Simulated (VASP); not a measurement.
Wanted: the native input for a VASP 6.6.1 run.

- Task: single point
- Functional: PBEsol
- Potentials or basis: VASP PAW PBE potentials, release 64 (Al, Cl)
- Cutoff: 520 eV
- k mesh: 3 × 3 × 1
- Occupations: gaussian, width 0.05 eV
- Spin: no spin polarisation
- Dipole correction: no
- Further INCAR settings: ALGO = Normal; EDIFF = 1e-06; NBANDS = 34

The structure of Al12Cl lies in POSCAR:

```
Al12Cl
1.0
    5.7275650000      0.0000000000      0.0000000000
    2.8637820000      4.9602170000      0.0000000000
    0.0000000000      0.0000000000     16.6765370000
Al Cl
12 1
Direct
    0.1666666208      0.1666667003      0.0599644878
    0.6666667081      0.1666667003      0.0599644878
    0.1666666712      0.6666665995      0.0599644878
    0.6666667585      0.6666665995      0.0599644878
   -0.1666666712      0.3333334005      0.2001775908
    0.3333332415      0.3333334005      0.2001775908
   -0.1666666208      0.8333332997      0.2001775908
    0.3333334665      0.8333332997      0.2001775908
    0.0000000000      0.0000000000      0.3403906339
    0.4999999127      0.0000000000      0.3403906339
    0.0000000504      0.4999998992      0.3403906339
    0.5000001377      0.4999998992      0.3403906339
    1.1729246107      0.6718839115      0.4369334593
```

The cell was built by a generator and needn't be a form met in nature.

The input as run:

INCAR

```
SYSTEM = Al12Cl
PREC = Accurate
ENCUT = 520
EDIFF = 1E-6
ISMEAR = 0
SIGMA = 0.05
LREAL = .FALSE.
LASPH = .TRUE.
NELM = 100
ALGO = Normal
ISIF = 2
LWAVE = .FALSE.
LCHARG = .FALSE.
GGA = PS
NBANDS = 34
```

KPOINTS

```
Automatic mesh
0
G
  3 3 1
  0 0 0
```

Potentials or basis: VASP PAW PBE potentials, release 64 (Al, Cl).

The run is started by

```console
$ cat potpaw_PBE.64/Al/POTCAR potpaw_PBE.64/Cl/POTCAR > POTCAR
$ mpirun -np 1 vasp_std > vasp.out
```

Results of the run:

```
Largest force          : 2.372 eV/Å
Band gap on the k mesh : none (metal or under the smearing width)
```

Caveat: the k mesh is coarse (spacing up to 0.42 Å⁻¹), so the values aren't converged; the PAW data sets were made with another functional, which shifts forces and pressure a little; an odd number of electrons without spin polarisation forces a metal; a magnetic or distorted state may lie lower.

It took 2.1 min on 1 thread of Intel(R) Xeon(R) Platinum 8488C (Sapphire Rapids), with other jobs on the host, peak memory 0.62 GiB.
